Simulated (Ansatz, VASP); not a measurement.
## Fe: VASP beside Ansatz

Wanted: the spread between two codes on one cell, functional and k mesh. The cell is taken from a series of VASP runs on this material, whose earlier steps may have relaxed, scaled or displaced it; both programs get it as it stands.

Program: Ansatz 0.2.0. Level of theory: plane waves, with VASP 6.6.1 beside it; relaxation of cell and atoms at LDA and relaxation of cell and atoms at PBEsol with D3(BJ). Results are calculated unless marked as measured.

**1. The structure**

It takes space group Im-3m (No. 229, cubic). Conventional cell: a = 2.747 Å, b = 2.747 Å, c = 2.747 Å, α = 90.00°, β = 90.00°, γ = 90.00°. Nearest to Fe lie 8 Fe at 2.38 Å.

**2. VASP: relaxation of cell and atoms, LDA**

The relaxed volume is the usual yardstick between codes: its relative difference is about their pressure difference at one cell divided by the bulk modulus.

Lines of VASP's logs that name or quote its potential files are left out, and so is its time.

Input file INCAR:

```
SYSTEM = Fe
PREC = Accurate
ENCUT = 450
EDIFF = 1E-06
NELM = 100
ISMEAR = 1
SIGMA = 0.15
LREAL = .FALSE.
ALGO = Normal
GGA = CA
NBANDS = 10
ISPIN = 2
MAGMOM = 3
LMAXMIX = 4
LORBIT = 11
LWAVE = .FALSE.
LCHARG = .FALSE.
KPAR = 4
IBRION = 2
NSW = 50
ISIF = 3
EDIFFG = -0.004
```

Input file POSCAR:

```
Fe
1.0
   -1.3732545169      1.3732545169      1.3732545169
    1.3732545169     -1.3732545169      1.3732545169
    1.3732545169      1.3732545169     -1.3732545169
Fe
1
Direct
    0.0000000000      0.0000000000      0.0000000000
```

Input file KPOINTS:

```
Automatic mesh
0
Gamma
22 22 22
0 0 0
```

PAW data sets: Fe (LDA family, release 64).

Command:

```
$ mpirun -np 4 vasp_std
```

Numbers of over 12 decimals in the logs are rounded to 6 here.

The program printed:

```text
[banner, memory and clock lines left out]
running    4 mpi-ranks, on    1 nodes
 distrk:  each k-point on    1 cores,    4 groups
 distr:  one band on    1 cores,    1 groups

 POSCAR found type information on POSCAR Fe
 POSCAR found :  1 types and       1 ions
 LDA part: xc-table for (Slater(with rela. corr.)+CA(PZ))
 , standard interpolation
 POSCAR, INCAR and KPOINTS ok, starting setup
 FFT: planning ... GRIDC
 FFT: planning ... GRID_SOFT
 FFT: planning ... GRID
 WAVECAR not read
 entering main loop
       N       E                     dE             d eps       ncg     rms          rms(c)
DAV:   1     0.143968297890E+02    0.14397E+02   -0.37607E+03 14024   0.926E+02
DAV:   2    -0.979445326964E+01   -0.24191E+02   -0.22395E+02 13262   0.125E+02
DAV:   3    -0.102333320892E+02   -0.43888E+00   -0.43750E+00 14530   0.220E+01
DAV:   4    -0.102352593009E+02   -0.19272E-02   -0.19270E-02 14232   0.131E+00
DAV:   5    -0.102352747248E+02   -0.15424E-04   -0.15424E-04 14360   0.115E-01    0.132E+01
DAV:   6    -0.929998922685E+01    0.93529E+00   -0.99962E+00 14218   0.517E+01    0.434E+00
DAV:   7    -0.924429152920E+01    0.55698E-01   -0.42350E-01 14422   0.107E+01    0.291E+00
DAV:   8    -0.923214443838E+01    0.12147E-01   -0.43505E-03 17888   0.566E-01    0.125E+00
DAV:   9    -0.922308076856E+01    0.90637E-02   -0.59690E-03 17970   0.542E-01    0.209E-01
DAV:  10    -0.922285245171E+01    0.22832E-03   -0.20271E-04 14344   0.273E-01    0.481E-02
DAV:  11    -0.922286409128E+01   -0.11640E-04   -0.32324E-05 17216   0.804E-02    0.229E-02
DAV:  12    -0.922286615635E+01   -0.20651E-05   -0.11422E-06  9272   0.179E-02    0.101E-02
DAV:  13    -0.922286719247E+01   -0.10361E-05   -0.95518E-07  8504   0.861E-03    0.732E-03
DAV:  14    -0.922286699927E+01    0.19319E-06   -0.19486E-07  6662   0.574E-03
   1 F= -.92228670E+01 E0= -.92227977E+01  d E =-.922287E+01  mag=     1.9450
[...]
2 F= -.92228625E+01 E0= -.92228056E+01  d E =0.454647E-05  mag=     1.9417
[...]
3 F= -.92228724E+01 E0= -.92228084E+01  d E =-.536163E-05  mag=     1.9435
[...]
4 F= -.92228708E+01 E0= -.92228093E+01  d E =-.379663E-05  mag=     1.9430
 curvature:  -0.15 expect dE=-0.326E-05 dE for cont linesearch -0.326E-05
 ZBRENT: interpolating
 opt :   0.4965  next Energy=    -9.222873 (dE=-0.581E-05)
 bond charge predicted
       N       E                     dE             d eps       ncg     rms          rms(c)
DAV:   1    -0.922287403545E+01   -0.24926E-05   -0.62366E-05 13180   0.142E-01    0.153E-02
DAV:   2    -0.922287166997E+01    0.23655E-05   -0.25848E-05 12980   0.779E-02    0.128E-02
DAV:   3    -0.922287144470E+01    0.22527E-06   -0.14013E-06  6570   0.188E-02
   5 F= -.92228714E+01 E0= -.92228084E+01  d E =-.444543E-05  mag=     1.9434
 curvature:  -0.02 expect dE=-0.555E-09 dE for cont linesearch -0.555E-09
 trial: gam=-0.03387 g(F)=  0.967E-63 g(S)=  0.275E-07 ort = 0.783E-06 (trialstep = 0.899E+00)
 search vector abs. value=  0.134E-09
 reached required accuracy - stopping structural energy minimisation
```

OUTCAR, selected parts (step 2):

```text
ion  position               nearest neighbor table
   1  0.000  0.000  0.000-

  LATTYP: Found a body centered cubic cell.
 ALAT       =     2.7465090338

 Subroutine GETGRP returns: Found 48 space group operations
 (whereof 48 operations were pure point group operations)

The static configuration has the point symmetry O_h .

 Found    328 irreducible k-points:

   k-points           NKPTS =    328   k-points in BZ     NKDIM =    328   number of bands    NBANDS=     10

   dimension x,y,z NGX =    16 NGY =   16 NGZ =   16
   dimension x,y,z NGXF=    32 NGYF=   32 NGZF=   32

   ENCUT  =  450.0 eV  33.07 Ry    5.75 a.u.   4.11  4.11  4.11*2*pi/ulx,y,z

   NELECT =       8.0000    total number of electrons

 k-points in reciprocal lattice and weights: Automatic mesh
   0.00000000  0.00000000  0.00000000       0.000
   0.04545455  0.00000000  0.00000000       0.001
   0.09090909  0.00000000  0.00000000       0.001
   0.13636364  0.00000000  0.00000000       0.001
   0.18181818  0.00000000  0.00000000       0.001
   0.22727273  0.00000000  0.00000000       0.001
   0.27272727  0.00000000  0.00000000       0.001
   0.31818182  0.00000000  0.00000000       0.001
   0.36363636  0.00000000  0.00000000       0.001
[...]
0.50000000  0.50000000  0.45454545       0.001
   0.50000000  0.50000000  0.50000000       0.000

 average (electrostatic) potential at core
       1 -43.0249

 E-fermi :   6.7702

 spin component 1
 k-point     1 :       0.0000    0.0000    0.0000
  band No.  band energies     occupation
    ...
      2       4.2594      1.00000
      3       4.2594      1.00000
      4       4.2594      1.00000
      5       5.8182      1.00000
      6       5.8182      1.00000
      7      32.4947      0.00000
      8      32.4947      0.00000
      9      32.4947      0.00000
     10      38.2751      0.00000

 k-point     2 :       0.0455    0.0000    0.0000
  band No.  band energies     occupation
    ...
      2       4.2314      1.00000
      3       4.2573      1.00000
      4       4.3132      1.00000
      5       5.7887      1.00000
      6       5.8204      1.00000
      7      31.9463      0.00000
      8      32.3881      0.00000
      9      32.4572      0.00000
     10      37.9185      0.00000

 k-point     3 :       0.0909    0.0000    0.0000
  band No.  band energies     occupation
    ...
      2       4.1502      1.00000
      3       4.2457      1.00000
      4       4.4718      1.00000
      5       5.7132      1.00000
      6       5.8274      1.00000
      7      30.5826      0.00000
      8      32.0103      0.00000
      9      32.3562      0.00000
     10      37.4426      0.00000

 k-point     4 :       0.1364    0.0000    0.0000
  band No.  band energies     occupation
    ...
      2       4.0240      1.00000
      3       4.2114      1.00000
      4       4.7272      1.00000
      5       5.6267      1.00000
      6       5.8401      1.00000
      7      28.7780      0.00000
      8      31.3019      0.00000
      9      32.2182      0.00000
     10      36.3400      0.00000

 k-point     5 :       0.1818    0.0000    0.0000
  band No.  band energies     occupation
    ...
      2       3.8647      1.00000
      3       4.1500      1.00000
      4       5.0662      1.00000
      5       5.5719      1.00000
      6       5.8597      1.00000
      7      26.7435      0.00000
      8      30.3541      0.00000
      9      32.0695      0.00000
     10      34.7622      0.00000

 k-point     6 :       0.2273    0.0000    0.0000
  band No.  band energies     occupation
    ...
      2       3.6871      1.00000
      3       4.0964      1.00000
      4       5.4691      1.00000
      5       5.5728      1.00000
      6       5.8865      1.00000
      7      24.6067      0.00000
      8      29.3265      0.00000
      9      31.9287      0.00000
     10      33.2749      0.00000

  Total       -0.0004357     -0.0004357     -0.0004357      0.0000000     -0.0000000     -0.0000000
  in kB       -0.0674529     -0.0674529     -0.0674529      0.0000000     -0.0000000     -0.0000000
  external PRESSURE =      -0.0674529 kB  Pullay stress =       0.0000000 kB

  energy-cutoff  :      450.00
  volume of cell :       10.35
      direct lattice vectors                 reciprocal lattice vectors
    -1.372846161  1.372846161  1.372846161     0.000000000  0.364206868  0.364206868
     1.372846161 -1.372846161  1.372846161     0.364206868  0.000000000  0.364206868
     1.372846161  1.372846161 -1.372846161     0.364206868  0.364206868  0.000000000

 POSITION                                       TOTAL-FORCE (eV/Angst)
 -----------------------------------------------------------------------------------
      0.00000      0.00000      0.00000         0.000000     -0.000000     -0.000000
 -----------------------------------------------------------------------------------
    total drift:                                0.000000      0.000000      0.000000

  FREE ENERGIE OF THE ION-ELECTRON SYSTEM (eV)
  ---------------------------------------------------
  free  energy   TOTEN  =        -9.2228714447 eV

  energy  without entropy=       -9.2226821988  energy(sigma->0) =       -9.22280836

 reached required accuracy - stopping structural energy minimisation

 total charge
# of ion       s       p       d       tot
------------------------------------------
    1        0.529   0.622   6.338   7.488

 magnetization (x)
# of ion       s       p       d       tot
------------------------------------------
    1       -0.009  -0.034   1.954   1.910

[... 6 further parts left out ...]
```

CONTCAR:

```
Fe
   1.00000000000000
    -1.3728461607883449    1.3728461607883449    1.3728461607883449
     1.3728461607883449   -1.3728461607883449    1.3728461607883449
     1.3728461607883449    1.3728461607883449   -1.3728461607883449
  Fe
     1
Direct
     0.0000000000000000    0.0000000000000000    0.0000000000000000
```

The cell holds one magnetic atom, so no antiferromagnetic order fits into it. The run keeps the 48 symmetry operations of its start, so it cannot find a distortion of lower symmetry.

**3. Ansatz: relaxation of cell and atoms, LDA**

Ansatz runs on its default PAW (the set named soft_2) files.

The same cell, functional (in two slightly different forms), mesh and smearing now go to Ansatz, which takes its cutoff from its data sets.

Input file input.yaml:

```yaml
crystal:
  lattice:
    - [-1.3732545169, 1.3732545169, 1.3732545169]
    - [1.3732545169, -1.3732545169, 1.3732545169]
    - [1.3732545169, 1.3732545169, -1.3732545169]
  atoms:
    - { symbol: Fe, position: [0.0, 0.0, 0.0], spin: 3.0 }
hamiltonian:
  xc: lda
  pseudopotentials: { kind: paw }
magnetization:
  spin_polarized: true
kpoints:
  mp_grid: { grid: [22, 22, 22] }
scf:
  occupations: { method: methfessel_paxton, width: 0.15 }
relax:
  f_tol: 0.01
  max_steps: 60
  cell: { stress_tol: 0.05 }
output:
  forces: true
  stress: true
```

Command:

```
$ ansatz run input.yaml --threads 4 --pin off --max-ram 9216MiB --backend cpu --events-out ev --progress --plain --runs-dir out
```

The program printed:

```text
Engine: ansatz 0.2.0, x86_64-unknown-linux-gnu
Pseudopotentials: kind: paw
Pseudopotential: Fe, paw, valence charge 16, recommended cutoff 420 eV (normal), Fe.paw.azcp
Functional definition: SPW92
  exchange = slater_x
  correlation = pw_c
Crystal: 1 atoms, lattice volume = 10.359 Å³
Basis set: ecut = 420 eV, 201 PW (Γ)
Bands: 14, of which v1, the nominal top of the filled ones, is band 8 counted from 1 (7 counted from 0)
Symmetry: 48 space group operations
Space group: Im-3m (ITA 229), of the structure as read, at distance tolerance 2.2e-5 Å
Magnetic group: BNS 229.140 (UNI 1642), of the structure as read, at distance tolerance 2.2e-5 Å
k-points: 328 of 10648
Non-local potential: Fe, projectors of the file, l = 0: 3, l = 1: 2, l = 2: 3, l = 3: 1
PAW form: soft (Blöchl's): semilocal exchange-correlation on the pseudo side does not see the compensation charge
PAW frozen core: Fe, regenerated for the run's functional, and the local potential with it (the file was generated under x = pbe(κ = 0.804, μ = 0.219515), c = pbe(β = 0.066725))
PAW one-centre angular grid: Fe, 590 points (default); XC on 64 Gauss nodes
Initial density: superposition of atomic densities (chi_scale 0.1, normalization cell)
Starting moments: Σ|m| = 3 μB on 1 of 1 site
Initial wavefunctions: pseudopotential atomic-orbital guess
Functional: x = slater, c = lda
SCF iter   1: F=—  HF=-4419.728938 eV  |F-HF|=—  |Δ(HF+E_count)|=         —  Δρ=1.27e-1 (↑1.27e-1 ↓6.89e-2)  dr2=2.10e0  dr2_m=2.37e-1  M=2.318 μB ∫|m|=2.348 μB  β_m=0.30  ethr=3.10e-3  ⟨swp⟩=4.9  Hψ=44772  notcnv=0
Mixer restart at iter 1: flushing history
preconditioner: auto → none  [metal: Δε(μ)=0.002 eV  Ē_g=15.679 eV  σ=0.150 eV  W_gap=0.01  n_scr=0 (ndim 8)  ℏωp=32.6 eV  f_vac=0.000  D(μ)=0.84/eV (n_scr^D=12)]
SCF iter   2: F=—  HF=-4418.991624 eV  |F-HF|=—  |Δ(HF+E_count)|=   7.37e-1  Δρ=2.97e-2 (↑2.29e-2 ↓2.97e-2)  dr2=3.04e-2  dr2_m=5.01e-2  M=2.375 μB ∫|m|=2.423 μB  β_m=0.29  ethr=3.10e-3  ⟨swp⟩=3.7  Hψ=23855  notcnv=0  defer=784
SCF iter   3: F=—  HF=-4419.504009 eV  |F-HF|=—  |Δ(HF+E_count)|=         —  Δρ=5.85e-2 (↑5.85e-2 ↓5.64e-2)  dr2=3.02e-3  dr2_m=3.12e-1  M=2.057 μB ∫|m|=2.086 μB  β_m=0.29  ethr=1.90e-4  ⟨swp⟩=2.3  Hψ=18166  notcnv=0  defer=784
Mixer restart at iter 3: flushing history
SCF iter   4: F=—  HF=-4419.655184 eV  |F-HF|=—  |Δ(HF+E_count)|=   1.51e-1  Δρ=4.35e-2 (↑3.67e-2 ↓4.35e-2)  dr2=4.66e-3  dr2_m=1.52e-1  M=2.055 μB ∫|m|=2.088 μB  β_m=0.62  ethr=1.89e-5  ⟨swp⟩=2.2  Hψ=13619  notcnv=0  defer=784
SCF iter   5: F=—  HF=-4419.961679 eV  |F-HF|=—  |Δ(HF+E_count)|=   3.06e-1  Δρ=3.01e-2 (↑3.01e-2 ↓6.70e-3)  dr2=4.92e-2  dr2_m=2.36e-2  M=1.960 μB ∫|m|=2.001 μB  β_m=0.50  ethr=1.89e-5  ⟨swp⟩=3.1  Hψ=20632  notcnv=0  defer=782
SCF iter   6: F=—  HF=-4419.944126 eV  |F-HF|=—  |Δ(HF+E_count)|=   1.76e-2  Δρ=3.50e-3 (↑3.50e-3 ↓3.36e-3)  dr2=3.82e-3  dr2_m=3.69e-5  M=1.996 μB ∫|m|=2.042 μB  β_m=0.65  ethr=1.89e-5  ⟨swp⟩=2.0  Hψ=21803  notcnv=0  defer=777
SCF iter   7: F=—  HF=-4419.944548 eV  |F-HF|=—  |Δ(HF+E_count)|=   4.22e-4  Δρ=3.19e-4 (↑3.19e-4 ↓3.14e-4)  dr2=4.04e-6  dr2_m=7.78e-6  M=1.986 μB ∫|m|=2.032 μB  β_m=0.82  ethr=1.89e-5  ⟨swp⟩=1.8  Hψ=10797  notcnv=0  defer=763
SCF iter   8: F=—  HF=-4419.944540 eV  |F-HF|=—  |Δ(HF+E_count)|=   8.57e-6  Δρ=1.25e-4 (↑1.25e-4 ↓3.91e-5)  dr2=6.96e-7  dr2_m=4.01e-7  M=1.986 μB ∫|m|=2.032 μB  β_m=0.91  ethr=2.53e-8  ⟨swp⟩=2.5  Hψ=14833  notcnv=0  defer=763
SCF iter   9: F=—  HF=-4419.938395 eV  |F-HF|=—  |Δ(HF+E_count)|=         —  Δρ=2.53e-4 (↑2.53e-4 ↓1.25e-4)  dr2=3.72e-6  dr2_m=2.32e-6  M=1.985 μB ∫|m|=2.031 μB  β_m=0.91  ethr=4.35e-9  ⟨swp⟩=2.0  Hψ=11627  notcnv=0  defer=763
Mixer restart at iter 9: flushing history
iteration 9: the input's own smearing fills from here on; a Gaussian of 0.15 eV has filled iterations ahead of it
SCF iter  10: F=—  HF=-4419.938400 eV  |F-HF|=—  |Δ(HF+E_count)|=   5.04e-6  S|Δr|=    0.00e0  Δρ=3.06e-4 (↑3.06e-4 ↓2.61e-4)  dr2=2.03e-5  dr2_m=5.50e-8  M=1.985 μB ∫|m|=2.031 μB  β_m=0.52  ethr=4.35e-9  ⟨swp⟩=2.4  Hψ=14318  notcnv=0  defer=763  recentre
SCF iter  11: F=—  HF=-4419.938395 eV  |F-HF|=—  |Δ(HF+E_count)|=   4.73e-6  S|Δr|=    0.00e0  Δρ=1.98e-4 (↑1.98e-4 ↓6.59e-5)  dr2=2.48e-6  dr2_m=1.15e-6  M=1.984 μB ∫|m|=2.031 μB  β_m=0.34  ethr=4.35e-9  ⟨swp⟩=2.2  Hψ=14113  notcnv=0  defer=763
SCF iter  12: F=—  HF=-4419.938395 eV  |F-HF|=—  |Δ(HF+E_count)|=   3.67e-7  S|Δr|=    0.00e0  Δρ=5.28e-5 (↑5.03e-5 ↓5.28e-5)  dr2=5.01e-9  dr2_m=2.47e-7  M=1.984 μB ∫|m|=2.031 μB  β_m=0.72  ethr=6.25e-10  ⟨swp⟩=2.9  Hψ=32402  notcnv=0
SCF iter  13: F=-4419.938395 eV  HF=-4419.938395 eV  |F-HF|=2.36e-10  |Δ(HF+E_count)|=   9.92e-8  S|Δr|=    0.00e0  Δρ=2.50e-6 (↑2.50e-6 ↓1.59e-6)  dr2=3.82e-11  dr2_m=3.77e-10  M=1.984 μB ∫|m|=2.030 μB  ethr=3.13e-11  ⟨swp⟩=3.3  Hψ=22715  notcnv=0
SCF 1 converged in 13 iterations: F = -4419.938395 eV  dr2 = 3.82e-11
  greatest PAW one-centre occupation: 1.003 electrons in one spin orbital (limit 2), on the Fe atom at site 0 (counted from 0), in its partial waves of l = 1
relax step   1: F+E_penalty+E_count = -4419.93839463 eV  Δ(F+E_penalty+E_count) = +0.000e0 eV  max|allowed force component| = 0.000e0 eV/Å  Δτ_max = 0.0000 Å  P = +1.067 GPa  Ω = 10.359 Å³  (13 SCF iters, dr2 threshold 1.00e-7 eV, accepted)
[...]
relax step   2: F+E_penalty+E_count = -4419.93847945 eV  Δ(F+E_penalty+E_count) = -8.482e-5 eV  max|allowed force component| = 0.000e0 eV/Å  Δτ_max = 0.0000 Å  P = +0.516 GPa  Ω = 10.382 Å³  energy of the carried Pulay correction = -2.957e-5 eV  (5 SCF iters, dr2 threshold 1.00e-7 eV, accepted)
[...]
relax step   3: F+E_penalty+E_count = -4419.93848690 eV  Δ(F+E_penalty+E_count) = -7.444e-6 eV  max|allowed force component| = 0.000e0 eV/Å  Δτ_max = 0.0000 Å  P = +0.005 GPa  Ω = 10.404 Å³  energy of the carried Pulay correction = -5.729e-5 eV  (5 SCF iters, dr2 threshold 1.00e-7 eV, accepted)
[...]
relax step   4: F+E_penalty+E_count = -4419.93854136 eV  Δ(F+E_penalty+E_count) = -5.447e-5 eV  max|allowed force component| = 0.000e0 eV/Å  Δτ_max = 0.0000 Å  P = +0.017 GPa  Ω = 10.404 Å³  stress off target by 1.66e-2 GPa  SCF on the basis re-selected at this cell (its energy is not comparable with the rows above)  (6 SCF iters)
basis re-selected at this cell: Δ(F+E_penalty+E_count) = -5.447e-5 eV, ΔP = +0.011 GPa vs the last step (what re-selecting the basis moved, of the pressure what is left beyond the Pulay correction that the steps carried, after the strain that the cell walked since its last selection, with what the two solves' SCF thresholds leave and, on support functions, any second-order correction that the steps lacked; it is no measure of the basis error at this ecutwfc). This SCF's stress stands 1.66e-2 GPa from its target on what of the cell is left free (relax.cell.stress_tol is 5.00e-2 GPa) and its largest allowed force component is 0.00e0 eV/Å (relax.f_tol is 1.00e-2 eV/Å): [rest of the remark cut]
SCF converged after 6 iterations
Stability not checked: this state was not tested for a lower state beside it, because cold or Methfessel-Paxton smearing, or corrected tetrahedra, fill the levels in a way that the test cannot read (fill_not_monotonic; see scf.lower_state_search)
Magnetization: 1.9939 μB (8.9970 up, 7.0030 down)
Absolute magnetization: 2.0409 μB (∫|ρ↑−ρ↓|, with the PAW one-centre terms)
Spin contamination: 0.0180 ħ² per cell (⟨S²⟩ above its minimum at these occupations)
Per-site moments (μB) at R_I (Å): [(1.994652, 0.982570)]
Free energy (F): -4419.938541 eV
Harris-Foulkes:  -4419.938541 eV  (|F-HF|=2.73e-12)
Internal energy: -4419.937571 eV  (E = F + TS)
E sigma→0 (E₀):  -4419.938299 eV
Entropy (-TS):   -0.000971 eV (-0.971 meV/atom)
Fermi energy:    20.312060 eV
--- Per-component energies (eV) ---
  E_band       = -183.752432
  E_kinetic    = 353.982262
  E_local      = -1958.890902  (includes V_loc(G=0)·N_el)
  E_nonlocal   = 221.335837
  E_hartree    = 825.342376
  E_xc         = -118.270066
  E_vxc        = -153.086992  (∫ρ·V_xc dr)
  E_paw        = -1305.115027  (= ΣΔE_a)
  E_vpaw       = -297.778330  (= ΣTr[D̂ρ^β])
  E_aug_tail   = 0.000946  (compensation charges beyond the density's cutoff)
  E_ewald      = -2438.724533
  E_core_change = 0.401536  (= ΣΔE_core)
  E_smearing   = -0.000971  (= −TS)
  E_closure    = -0.000000  (closes the sum)
  Σ components = -4419.938541   (vs F -4419.938541, Δ=0.00e0)
--- Forces (eV/Å), atoms counted from 1 ---
  atom   1  Fe    -0.00000000     0.00000000     0.00000000
  max |Σ_I F_I| component: 1.29e-31 eV/Å
--- Stress (GPa, compression-positive) ---
        0.016607       0.000000      -0.000000
        0.000000       0.016607       0.000000
        0.000000      -0.000000       0.016607
  P = ⅓ Tr σ = 0.0166 GPa (0.166 kbar)
--- Relaxed structure (3 steps of the walk, 3 accepted, 1 SCFs on fresh bases) ---
  F+E_penalty+E_count = -4419.93854136 eV   max|allowed force component| = 0.000e0 eV/Å   (the final SCF, on the basis selected at the relaxed cell)
  cell:  # Å, volume = 10.4039 Å³
    - [-1.375241, 1.375241, 1.375241]
    - [1.375241, -1.375241, 1.375241]
    - [1.375241, 1.375241, -1.375241]
  atoms:
    - { symbol: Fe, position: [0.0, 0.0, 0.0] }
```

It took 5.7 s on 4 threads of Intel Xeon Platinum 8375C at 2.90GHz (Ice Lake), shared host; peak memory 0.45 GiB; 20 s of CPU time.

**4. Differences**

Known differences besides the potentials themselves: the two LDA forms differ slightly; both relaxations stop at a tolerance, which leaves soft axes loose, and VASP keeps its plane-wave basis; the data sets hold 16 valence electrons in Ansatz (default PAW (the set named soft_2) files) and 8 in VASP; the cutoff is 420 eV in Ansatz and 450 eV in VASP; VASP's log shows a relativistic correction to its local exchange, Ansatz's none; Ansatz adds a Pulay correction to the stress that steers its cell, VASP none; site moments are counted in spheres of each program's own size. Total energies have different zeros and are not compared.

The two programs side by side:

```
                                         quantity  Ansatz   VASP  difference
                                      volume (Å³)   10.40  10.35     +0.52 %
edge a after relaxation, in the typed setting (Å)   2.382  2.378     +0.18 %
                                total moment (μB)    1.99   1.94       +0.05
                               moment on Fe1 (μB)    2.00   1.91       +0.09
```

The walks stopped with 0.02 GPa left in Ansatz and -0.01 GPa in VASP; each walk ends within a tolerance, so the volume difference is uncertain by about these residues over the bulk modulus, most in soft cells.

(Part 1 of 2 ends here.)

[Lines on the potential files, build, host, timing and source positions are cut from VASP's logs without a mark.]

[Logs are printed without paths, hosts, clocks, repeated set-up lines and the standing remarks that a program may print on its own settings, such as how far it seeks lower states.]

[Hosts, paths, dates, database ids (printed as entryN), source tags and the programs' standing remarks are cut or masked in the printed files.]
